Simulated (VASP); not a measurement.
Given:

```yaml
crystal:
  lattice:
    - [7.24888, 0.00000, 0.00000]
    - [0.00000, 7.24888, 0.00000]
    - [0.00000, 0.00000, 7.24888]
  atoms:
    - { symbol: B, position: [0.50118, 0.99708, 0.99719] }
    - { symbol: B, position: [0.75111, 0.24920, 0.99914] }
    - { symbol: B, position: [0.75110, 0.99909, 0.24933] }
    - { symbol: B, position: [0.00055, 0.99982, 0.99996] }
    - { symbol: B, position: [0.24786, 0.25040, 0.99724] }
    - { symbol: B, position: [0.50002, 0.50031, 0.99918] }
    - { symbol: B, position: [0.74994, 0.75244, 0.99725] }
    - { symbol: B, position: [0.24790, 0.99713, 0.25056] }
    - { symbol: B, position: [0.48312, 0.23232, 0.23240] }
    - { symbol: B, position: [0.76801, 0.51721, 0.23253] }
    - { symbol: B, position: [0.50000, 0.99905, 0.50047] }
    - { symbol: B, position: [0.76790, 0.23234, 0.51736] }
    - { symbol: B, position: [0.74992, 0.99706, 0.75261] }
    - { symbol: B, position: [0.00323, 0.49916, 0.99722] }
    - { symbol: B, position: [0.25062, 0.74977, 0.99994] }
    - { symbol: B, position: [0.00124, 0.24922, 0.24937] }
    - { symbol: B, position: [0.24987, 0.50035, 0.24932] }
    - { symbol: B, position: [0.50002, 0.75048, 0.24934] }
    - { symbol: B, position: [0.00325, 0.99712, 0.49927] }
    - { symbol: B, position: [0.24987, 0.24927, 0.50044] }
    - { symbol: B, position: [0.48308, 0.51726, 0.51734] }
    - { symbol: B, position: [0.75113, 0.75052, 0.50046] }
    - { symbol: B, position: [0.25064, 0.99984, 0.74983] }
    - { symbol: B, position: [0.49997, 0.24925, 0.75060] }
    - { symbol: B, position: [0.75113, 0.50035, 0.75060] }
    - { symbol: B, position: [0.00327, 0.75251, 0.25054] }
    - { symbol: B, position: [0.00126, 0.50034, 0.50043] }
    - { symbol: B, position: [0.24786, 0.75246, 0.49927] }
    - { symbol: B, position: [0.00324, 0.25041, 0.75257] }
    - { symbol: B, position: [0.24784, 0.49916, 0.75260] }
    - { symbol: B, position: [0.50118, 0.75244, 0.75261] }
    - { symbol: B, position: [0.00055, 0.74974, 0.74987] }
    - { symbol: N, position: [0.62465, 0.11735, 0.11744] }
    - { symbol: N, position: [0.88298, 0.37567, 0.11749] }
    - { symbol: N, position: [0.88295, 0.11740, 0.37583] }
    - { symbol: N, position: [0.12514, 0.12388, 0.12403] }
    - { symbol: N, position: [0.36814, 0.37387, 0.11745] }
    - { symbol: N, position: [0.62648, 0.63217, 0.11751] }
    - { symbol: N, position: [0.87647, 0.87520, 0.12401] }
    - { symbol: N, position: [0.36819, 0.11737, 0.37400] }
    - { symbol: N, position: [0.88302, 0.63223, 0.37400] }
    - { symbol: N, position: [0.62644, 0.11732, 0.63239] }
    - { symbol: N, position: [0.88298, 0.37387, 0.63231] }
    - { symbol: N, position: [0.87649, 0.12386, 0.87531] }
    - { symbol: N, position: [0.12598, 0.62570, 0.12399] }
    - { symbol: N, position: [0.37467, 0.87437, 0.12400] }
    - { symbol: N, position: [0.12557, 0.37481, 0.37489] }
    - { symbol: N, position: [0.36813, 0.63221, 0.37580] }
    - { symbol: N, position: [0.62557, 0.87478, 0.37491] }
    - { symbol: N, position: [0.12600, 0.12391, 0.62577] }
    - { symbol: N, position: [0.36813, 0.37573, 0.63232] }
    - { symbol: N, position: [0.62467, 0.63221, 0.63231] }
    - { symbol: N, position: [0.87648, 0.87438, 0.62580] }
    - { symbol: N, position: [0.37465, 0.12389, 0.87448] }
    - { symbol: N, position: [0.62557, 0.37478, 0.87487] }
    - { symbol: N, position: [0.87648, 0.62567, 0.87448] }
    - { symbol: N, position: [0.12557, 0.87483, 0.37491] }
    - { symbol: N, position: [0.12513, 0.62569, 0.62583] }
    - { symbol: N, position: [0.37466, 0.87516, 0.62581] }
    - { symbol: N, position: [0.12554, 0.37480, 0.87493] }
    - { symbol: N, position: [0.37466, 0.62568, 0.87532] }
    - { symbol: N, position: [0.62556, 0.87473, 0.87492] }
    - { symbol: N, position: [0.12558, 0.87480, 0.87488] }
    - { symbol: Si, position: [0.62556, 0.37477, 0.37492] }
```
Cell charge -1.

Level of theory: HSE06 screened hybrid, VASP's PBE PAW potentials (set 64) (plane waves; VASP 6.6.1). Numerical set-up: PREC = Normal, LREAL = Auto, ISYM = 0, NELECT = 256.0, EDIFF = 1E-5, 400 eV cut-off, 1×1×1 Γ-centred mesh, Gaussian smearing of 0.050 eV, potentials B N Si.

The cell is charged, with a uniform compensating background. The supercell is sampled at Γ alone, which is coarse: total energies, pressure and levels can be off, energies of defects by several tenths of an eV.

Predict the energy per atom (σ→0).

The energy per atom (σ→0) comes out as -9.765 eV/atom.

The absolute energy has meaning only against runs of the same code, potentials and settings.

The cell is a supercell with a defect, built from BN (zinc blende): Si_N, charge -1. The cell's shape comes from a PBE relaxation. The run is not spin-polarised, so no state with unpaired spins was tried.
